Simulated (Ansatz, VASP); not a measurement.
**AlNi in two plane-wave programs**

Aim: how closely do two programs agree when they are given the same cell, functional and k mesh? Of the first pair: The structure shown is the end of the Ansatz relaxation below.

Calculated with Ansatz 0.2.0; plane waves, with VASP 6.6.1 beside it; single point at LDA and zone-centre phonons at LDA.

**1. Set-up**

The structure is tetragonal, space group P4/mmm (No. 123). Conventional cell: a = 2.945 Å, b = 2.945 Å, c = 2.710 Å, α = 90.00°, β = 90.00°, γ = 90.00°. Nearest to Al lie 8 Ni at 2.48 Å and 2 Al at 2.71 Å. Nearest to Ni lie 8 Al at 2.48 Å and 2 Ni at 2.71 Å. Farther neighbours are not listed.

**2. Ansatz: relaxation, LDA**

Ansatz runs on its PAW soft_1 files.

This run makes the geometry at which the two programs are then compared.

Contents of input.yaml:

```yaml
crystal:
  lattice:
    - [2.9451932857, 0.0, 0.0]
    - [0.0, 2.9451932857, 0.0]
    - [0.0, 0.0, 2.7361980264]
  atoms:
    - { symbol: Al, position: [0.0, 0.0, 0.0] }
    - { symbol: Ni, position: [0.5, 0.5, 0.5] }
kpoints:
  mp_grid: { grid: [16, 16, 16] }
hamiltonian:
  xc: lda
  pseudopotentials: { kind: paw, azcp: { folder: soft_1 }, xc_functional: pbe }
scf:
  occupations: { method: methfessel_paxton, width: 0.2 }
output:
  forces: true
  stress: true
  eigenvalues: true
relax:
  adjacent_minimum: "off"
  f_tol: 0.001
  max_steps: 60
  cell: { stress_tol: 0.01, fix: [a, b, gamma] }
```

On the command line:

```sh
$ ansatz run input.yaml --threads 4 --pin off --max-ram 10240MiB --backend cpu --events-out ev --progress --plain --runs-dir out
```

Numbers of over 12 decimals in the logs are rounded to 6 here.

What it wrote:

```text
Engine: ansatz 0.2.0, aarch64-unknown-linux-gnu
Pseudopotentials: kind: paw
Pseudopotential: Al, paw, valence charge 3, recommended cutoff 420 eV (normal), soft_1/Al.paw.azcp
Pseudopotential: Ni, paw, valence charge 18, recommended cutoff 420 eV (normal), soft_1/Ni.paw.azcp
Functional definition: SPW92
  exchange = slater_x
  correlation = pw_c
Crystal: 2 atoms, lattice volume = 23.734 Å³
Basis set: ecut = 420 eV, 461 PW (Γ)
Bands: 15, of which v1, the nominal top of the filled ones, is band 11 counted from 1 (10 counted from 0)
Symmetry: 16 space group operations
Space group: P4/mmm (ITA 123), of the structure as read, at distance tolerance 2.9e-5 Å
k-points: 405 of 4096
Non-local potential: Al, projectors of the file, l = 0: 2, l = 1: 2, l = 2: 1
Non-local potential: Ni, projectors of the file, l = 0: 3, l = 1: 2, l = 2: 3, l = 3: 1
PAW form: soft (Blöchl's): semilocal exchange-correlation on the pseudo side does not see the compensation charge
PAW frozen core: Al, regenerated for the run's functional, and the local potential with it (the file was generated under x = pbe(κ = 0.804, μ = 0.219515), c = pbe(β = 0.066725))
PAW frozen core: Ni, regenerated for the run's functional, and the local potential with it (the file was generated under x = pbe(κ = 0.804, μ = 0.219515), c = pbe(β = 0.066725))
PAW one-centre angular grid: Al, 110 points (default); XC on 64 Gauss nodes
PAW one-centre angular grid: Ni, 590 points (default); XC on 64 Gauss nodes
Initial density: superposition of atomic densities (chi_scale 0.1, normalization cell, long waves kept (reshape's long-wave potential 0.00 eV rms))
Initial wavefunctions: pseudopotential atomic-orbital guess
Functional: x = slater, c = lda
SCF iter   1: F=—  HF=-6288.042042 eV  |F-HF|=—  |Δ(HF+E_count)|=         —  Δρ=8.18e-2  dr2=1.64e0  ethr=3.10e-3  ⟨swp⟩=4.1  Hψ=27068  notcnv=0
preconditioner: auto → none  [metal: Δε(μ)=0.017 eV  Ē_g=10.197 eV  σ=0.200 eV  W_gap=0.07  n_scr=6 (ndim 8)  ℏωp=27.5 eV  f_vac=0.000  D(μ)=0.75/eV (n_scr^D=6)  sad-step TF]
SCF iter   2: F=—  HF=-6287.854390 eV  |F-HF|=—  |Δ(HF+E_count)|=   1.88e-1  S|Δr|=    0.00e0  Δρ=6.13e-2  dr2=9.82e-1  ethr=3.10e-3  ⟨swp⟩=2.0  Hψ=10890  notcnv=0  defer=95
SCF iter   3: F=—  HF=-6287.644237 eV  |F-HF|=—  |Δ(HF+E_count)|=   2.10e-1  S|Δr|=    0.00e0  Δρ=2.21e-2  dr2=1.09e-1  ethr=3.10e-3  ⟨swp⟩=2.0  Hψ=7825  notcnv=0  defer=95
SCF iter   4: F=—  HF=-6287.625770 eV  |F-HF|=—  |Δ(HF+E_count)|=   1.85e-2  S|Δr|=    0.00e0  Δρ=5.58e-3  dr2=4.32e-3  ethr=5.19e-4  ⟨swp⟩=2.0  Hψ=10520  notcnv=0  defer=84
SCF iter   5: F=—  HF=-6287.625570 eV  |F-HF|=—  |Δ(HF+E_count)|=   2.01e-4  S|Δr|=    0.00e0  Δρ=1.01e-3  dr2=1.12e-4  ethr=2.06e-5  ⟨swp⟩=2.3  Hψ=8169  notcnv=0  defer=83
SCF iter   6: F=—  HF=-6287.625530 eV  |F-HF|=—  |Δ(HF+E_count)|=   3.95e-5  S|Δr|=    0.00e0  Δρ=2.36e-4  dr2=7.08e-6  ethr=5.35e-7  ⟨swp⟩=2.8  Hψ=10245  notcnv=0  defer=83
SCF iter   7: F=—  HF=-6287.625543 eV  |F-HF|=—  |Δ(HF+E_count)|=   1.23e-5  S|Δr|=    0.00e0  Δρ=3.31e-5  dr2=1.68e-7  ethr=3.37e-8  ⟨swp⟩=2.3  Hψ=8707  notcnv=0  defer=83
SCF iter   8: F=-6287.625543 eV  HF=-6287.625543 eV  |F-HF|=1.31e-9  |Δ(HF+E_count)|=   2.63e-8  S|Δr|=    0.00e0  Δρ=2.73e-6  dr2=1.22e-9  ethr=4.76e-10  ⟨swp⟩=5.6  Hψ=25665  notcnv=0
SCF 1 converged in 8 iterations: F = -6287.625543 eV  dr2 = 1.22e-9
  greatest PAW one-centre occupation: 1.001 electrons in one spin orbital (limit 2), on the Ni atom at site 1 (counted from 0), in its partial waves of l = 1
relax step   1: F+E_penalty+E_count = -6287.62554251 eV  Δ(F+E_penalty+E_count) = +0.000e0 eV  max|allowed force component| = 2.298e-29 eV/Å  Δτ_max = 0.0000 Å  P = -7.063 GPa  Ω = 23.734 Å³  fix = [a, b, gamma]  reactions: a -9.310, b -9.310 GPa  (8 SCF iters, dr2 threshold 1.00e-7 eV, accepted)
[...]
relax step   3: F+E_penalty+E_count = -6287.62745312 eV  Δ(F+E_penalty+E_count) = -3.626e-4 eV  max|allowed force component| = 2.840e-29 eV/Å  Δτ_max = 0.0000 Å  P = -5.406 GPa  Ω = 23.503 Å³  energy of the carried Pulay correction = +6.722e-5 eV  fix = [a, b, gamma]  reactions: a -8.142, b -8.142 GPa  (4 SCF iters, dr2 threshold 2.00e-7 eV, accepted)
[...]
relax step   4: F+E_penalty+E_count = -6287.62745258 eV  Δ(F+E_penalty+E_count) = +5.416e-7 eV  max|allowed force component| = 8.993e-29 eV/Å  Δτ_max = 0.0000 Å  P = -5.447 GPa  Ω = 23.509 Å³  energy of the carried Pulay correction = +6.563e-5 eV  fix = [a, b, gamma]  reactions: a -8.170, b -8.170 GPa  (3 SCF iters, dr2 threshold 1.02e-8 eV, accepted)
[...]
relax step   5: F+E_penalty+E_count = -6287.62739366 eV  Δ(F+E_penalty+E_count) = +5.892e-5 eV  max|allowed force component| = 9.032e-29 eV/Å  Δτ_max = 0.0000 Å  P = -5.452 GPa  Ω = 23.509 Å³  fix = [a, b, gamma]  reactions: a -8.172, b -8.172 GPa  stress off target by 1.28e-2 GPa on what of the cell is left free  SCF on the basis re-selected at this cell (its energy is not comparable with the rows above)  (4 SCF iters)
[...]
relax step   6: F+E_penalty+E_count = -6287.62739401 eV  Δ(F+E_penalty+E_count) = -3.550e-7 eV  max|allowed force component| = 2.958e-31 eV/Å  Δτ_max = 0.0000 Å  P = -5.445 GPa  Ω = 23.508 Å³  energy of the carried Pulay correction = +3.124e-7 eV  fix = [a, b, gamma]  reactions: a -8.167, b -8.167 GPa  (3 SCF iters, dr2 threshold 4.10e-10 eV, accepted)
[...]
relax step   7: F+E_penalty+E_count = -6287.62739354 eV  Δ(F+E_penalty+E_count) = +4.702e-7 eV  max|allowed force component| = 1.026e-29 eV/Å  Δτ_max = 0.0000 Å  P = -5.445 GPa  Ω = 23.508 Å³  fix = [a, b, gamma]  reactions: a -8.167, b -8.167 GPa  stress off target by 4.67e-5 GPa on what of the cell is left free  SCF on the basis re-selected at this cell (its energy is not comparable with the rows above)  (4 SCF iters)
basis re-selected at this cell: Δ(F+E_penalty+E_count) = +4.702e-7 eV, ΔP = +0.000 GPa vs the last step (what re-selecting the basis moved, of the pressure what is left beyond the Pulay correction that the steps carried, after the strain that the cell walked since its last selection, with what the two solves' SCF thresholds leave and, on support functions, any second-order correction that the steps lacked; it is no m [...]
SCF converged after 4 iterations
Stability not checked: this state was not tested for a lower state beside it, because cold or Methfessel-Paxton smearing, or corrected tetrahedra, fill the levels in a way that the test cannot read (fill_not_monotonic; see scf.lower_state_search)
Free energy (F): -6287.627394 eV
Harris-Foulkes:  -6287.627394 eV  (|F-HF|=0.00e0)
Internal energy: -6287.627843 eV  (E = F + TS)
E sigma→0 (E₀):  -6287.627506 eV
Entropy (-TS):   0.000449 eV (0.225 meV/atom)
Fermi energy:    13.835487 eV
--- Per-component energies (eV) ---
  E_band       = -336.691710
  E_kinetic    = 369.491480
  E_local      = -3736.027118  (includes V_loc(G=0)·N_el)
  E_nonlocal   = -101.947470
  E_hartree    = 1957.969235
  E_xc         = -151.807333
  E_vxc        = -177.895003  (∫ρ·V_xc dr)
  E_paw        = -2037.387373  (= ΣΔE_a)
  E_vpaw       = -606.252811  (= ΣTr[D̂ρ^β])
  E_aug_tail   = 0.000814  (compensation charges beyond the density's cutoff)
  E_ewald      = -2588.409917
  E_core_change = 0.489838  (= ΣΔE_core)
  E_smearing   = 0.000449  (= −TS)
  E_closure    = -0.000000  (closes the sum)
  Σ components = -6287.627394   (vs F -6287.627394, Δ=0.00e0)
--- Forces (eV/Å), atoms counted from 1 ---
  atom   1  Al    -0.00000000     0.00000000     0.00000000
  atom   2  Ni     0.00000000     0.00000000     0.00000000
  max |Σ_I F_I| component: 1.74e-29 eV/Å
--- Stress (GPa, compression-positive) ---
       -8.166885       0.000000       0.000000
        0.000000      -8.166885       0.000000
        0.000000       0.000000      -0.000047
  P = ⅓ Tr σ = -5.4446 GPa (-54.446 kbar)
--- Band table (eV; the first three rows and the last of 405) ---
  k-point 0: bands = [... 7 lower, 12.0751, 12.3408, 12.3408, 18.3738, 18.3738, 21.4662, 21.7261, 22.0371]
  k-point 1: bands = [... 7 lower, 12.0807, 12.2936, 12.2936, 18.4856, 18.4856, 20.1946, 21.7388, 22.9727]
  k-point 2: bands = [... 7 lower, 12.0967, 12.1651, 12.1651, 18.5590, 18.8088, 18.8088, 21.7766, 23.7619]
  k-point 404: bands = [... 7 lower, 12.7203, 12.9011, 15.7891, 15.7891, 15.9367, 17.6024, 17.7989, 18.7072]
--- Relaxed structure (5 steps of the walk, 5 accepted, 2 SCFs on fresh bases) ---
  F+E_penalty+E_count = -6287.62739354 eV   max|allowed force component| = 1.026e-29 eV/Å   (the final SCF, on the basis selected at the relaxed cell)
  cell:  # Å, volume = 23.5075 Å³
    - [2.9451932857, 0.0, 0.0]
    - [0.0, 2.9451932857, 0.0]
    - [0.0, 0.0, 2.710062]
  atoms:
    - { symbol: Al, position: [0, 0, 0.0] }
    - { symbol: Ni, position: [0.5, 0.5, 0.5] }
```

**3. VASP: single point, LDA**

The same cell, functional (in two slightly different forms), mesh and smearing now go to VASP, with its own data sets.

Lines of VASP's logs that name or quote its potential files are left out, and so is its time.

Contents of INCAR:

```
SYSTEM = AlNi
PREC = Accurate
ENCUT = 600
EDIFF = 1E-06
NELM = 120
ISMEAR = 1
SIGMA = 0.2
LREAL = .FALSE.
ALGO = Normal
GGA = PW92
NBANDS = 12
LASPH = .TRUE.
LORBIT = 11
LWAVE = .FALSE.
LCHARG = .FALSE.
ISIF = 2
GGA_COMPAT = .FALSE.
KPAR = 2
```

Contents of POSCAR:

```
AlNi
1.0
    2.9451932857      0.0000000000      0.0000000000
    0.0000000000      2.9451932857      0.0000000000
    0.0000000000      0.0000000000      2.7100617068
Al Ni
1 1
Direct
    0.0000000000      0.0000000000      0.0000000000
    0.5000000000      0.5000000000      0.5000000000
```

Contents of KPOINTS:

```
Automatic mesh
0
Gamma
16 16 16
0 0 0
```

The projector-augmented-wave data sets are Al and Ni (LDA family, release 64).

On the command line:

```sh
$ mpirun -np 2 vasp_std
```

What it wrote:

```text
[banner, memory and clock lines left out]
running    2 mpi-ranks, on    1 nodes
 distrk:  each k-point on    1 cores,    2 groups
 distr:  one band on    1 cores,    1 groups

 POSCAR found type information on POSCAR AlNi
 POSCAR found :  2 types and       2 ions
|                                                                             |
|               ----> ADVICE to this user running VASP <----                  |
|                                                                             |
|     You enforced a specific xc type in the INCAR file but a different       |
|     [... a line on the potential file left out ...]
|     I HOPE YOU KNOW WHAT YOU ARE DOING!                                     |
|                                                                             |

 LDA part: xc-table for (Slater(with rela. corr.)+PW92), standard interpolation
 POSCAR, INCAR and KPOINTS ok, starting setup
 FFT: planning ... GRIDC
 FFT: planning ... GRID_SOFT
 FFT: planning ... GRID
 WAVECAR not read
 entering main loop
       N       E                     dE             d eps       ncg     rms          rms(c)
DAV:   1     0.434187376558E+02    0.43419E+02   -0.62112E+03  9820   0.129E+03
DAV:   2    -0.117609941166E+02   -0.55180E+02   -0.51000E+02  9920   0.208E+02
DAV:   3    -0.135475640079E+02   -0.17866E+01   -0.17633E+01 11768   0.436E+01
DAV:   4    -0.135719741404E+02   -0.24410E-01   -0.24401E-01 10916   0.458E+00
DAV:   5    -0.135725994314E+02   -0.62529E-03   -0.62528E-03 11692   0.816E-01    0.120E+01
DAV:   6    -0.153792139742E+02   -0.18066E+01   -0.46912E+01 10820   0.111E+02    0.153E+01
DAV:   7    -0.121750421033E+02    0.32042E+01   -0.14173E+01 10976   0.668E+01    0.105E+00
DAV:   8    -0.121579149844E+02    0.17127E-01   -0.33050E-01 11852   0.670E+00    0.101E+00
DAV:   9    -0.121422382656E+02    0.15677E-01   -0.47854E-02 11788   0.322E+00    0.176E-01
DAV:  10    -0.121418450364E+02    0.39323E-03   -0.11002E-03 12332   0.485E-01    0.863E-02
DAV:  11    -0.121418342553E+02    0.10781E-04   -0.46561E-05 12536   0.832E-02    0.207E-02
DAV:  12    -0.121418333574E+02    0.89793E-06   -0.35412E-06  8928   0.290E-02
   1 F= -.12141833E+02 E0= -.12141968E+02  d E =0.403922E-03
```

Parts of OUTCAR (step 3):

```text
ion  position               nearest neighbor table
   1  0.000  0.000  0.000-   2 2.48   2 2.48   2 2.48   2 2.48   2 2.48   2 2.48   2 2.48   2 2.48

  LATTYP: Found a simple tetragonal cell.
 ALAT       =     2.9451932857
 C/A-ratio  =     0.9201642962

 Subroutine GETGRP returns: Found 16 space group operations
 (whereof 16 operations were pure point group operations)

The static configuration has the point symmetry D_4h.

 Found    405 irreducible k-points:

   k-points           NKPTS =    405   k-points in BZ     NKDIM =    405   number of bands    NBANDS=     12

   dimension x,y,z NGX =    24 NGY =   24 NGZ =   24
   dimension x,y,z NGXF=    48 NGYF=   48 NGZF=   48

   ENCUT  =  600.0 eV  44.10 Ry    6.64 a.u.   5.88  5.88  5.41*2*pi/ulx,y,z

   NELECT =      13.0000    total number of electrons

 k-points in reciprocal lattice and weights: Automatic mesh
   0.00000000  0.00000000  0.00000000       0.000
   0.06250000  0.00000000  0.00000000       0.001
   0.12500000  0.00000000  0.00000000       0.001
   0.18750000  0.00000000  0.00000000       0.001
   0.25000000  0.00000000  0.00000000       0.001
   0.31250000  0.00000000  0.00000000       0.001
   0.37500000  0.00000000  0.00000000       0.001
   0.43750000  0.00000000  0.00000000       0.001
   0.50000000  0.00000000  0.00000000       0.000
[...]
0.50000000  0.43750000  0.50000000       0.001
   0.50000000  0.50000000  0.50000000       0.000

 average (electrostatic) potential at core
       1 -68.1699       2 -81.3422

 E-fermi :   9.9901

 k-point     1 :       0.0000    0.0000    0.0000
  band No.  band energies     occupation
    ...
      2       6.6228      2.00000
      3       6.6469      2.00000
      4       8.2162      2.00000
      5       8.4814      2.00000
      6       8.4814      2.00000
      7      14.5495      0.00000
      8      14.5495      0.00000
      9      17.6415      0.00000
     10      17.9151      0.00000
     11      18.2408      0.00000
    ...

 k-point     2 :       0.0625    0.0000    0.0000
  band No.  band energies     occupation
    ...
      2       6.6155      2.00000
      3       6.6574      2.00000
      4       8.1828      2.00000
      5       8.4602      2.00000
      6       8.4840      2.00000
      7      13.8982     -0.00000
      8      14.6462      0.00000
      9      17.7250      0.00000
     10      18.0836      0.00000
     11      18.7441      0.00000
    ...

 k-point     3 :       0.1250    0.0000    0.0000
  band No.  band energies     occupation
    ...
      2       6.5676      2.00000
      3       6.6986      2.00000
      4       8.0907      2.00000
      5       8.4010      2.00000
      6       8.4915      2.00000
      7      12.6598     -0.00000
      8      14.9283      0.00000
      9      17.9714      0.00000
     10      18.1137      0.00000
     11      19.9795      0.00000
    ...

  Total       -1.1592402     -1.1592402      0.0587177      0.0000000      0.0000000      0.0000000
  in kB      -79.0091248    -79.0091248      4.0019602      0.0000000      0.0000000      0.0000000
  external PRESSURE =     -51.3387631 kB  Pullay stress =       0.0000000 kB

  energy-cutoff  :      600.00
  volume of cell :       23.51
      direct lattice vectors                 reciprocal lattice vectors
     2.945193286  0.000000000  0.000000000     0.339536289  0.000000000  0.000000000
     0.000000000  2.945193286  0.000000000     0.000000000  0.339536289  0.000000000
     0.000000000  0.000000000  2.710061707     0.000000000  0.000000000  0.368995288

 POSITION                                       TOTAL-FORCE (eV/Angst)
 -----------------------------------------------------------------------------------
      0.00000      0.00000      0.00000         0.000000      0.000000      0.000000
      1.47260      1.47260      1.35503         0.000000      0.000000      0.000000
 -----------------------------------------------------------------------------------
    total drift:                                0.000000     -0.000000     -0.000000

  FREE ENERGIE OF THE ION-ELECTRON SYSTEM (eV)
  ---------------------------------------------------
  free  energy   TOTEN  =       -12.1418333574 eV

  energy  without entropy=      -12.1422372793  energy(sigma->0) =      -12.14196800

 total charge
# of ion       s       p       d       tot
------------------------------------------
    1        0.392   0.426   0.000   0.819
    2        0.490   0.531   8.501   9.523
--------------------------------------------------
tot          0.883   0.958   8.501  10.341

[... 3 further parts left out ...]
```

This run has no spin polarisation, so a moment on Ni, if there is one, isn't seen. Its electron count is odd, so without a moment it is a metal by construction.

**4. Differences**

Known differences besides the potentials themselves: the data sets hold 21 valence electrons in Ansatz (on its PAW soft_1 files) and 13 in VASP; the cutoff is 420 eV in Ansatz and 600 eV in VASP; VASP's log shows a relativistic correction to its local exchange, Ansatz's none; Ansatz's pressure holds a Pulay correction, VASP's none. Total energies have different zeros and are not compared.

Compared:

```csv
quantity,Ansatz,VASP,difference
pressure (GPa),-5.44,-5.13,-0.31
```

(Continued in part 2 of 2.)

[Lines on the potential files, build, host, timing and source positions are cut from VASP's logs without a mark.]

[Logs are printed without paths, hosts, clocks, repeated set-up lines and the standing remarks that a program may print on its own settings, such as how far it seeks lower states.]

[Hosts, paths, dates, database ids (printed as entryN), source tags and the programs' standing remarks are cut or masked in the printed files.]
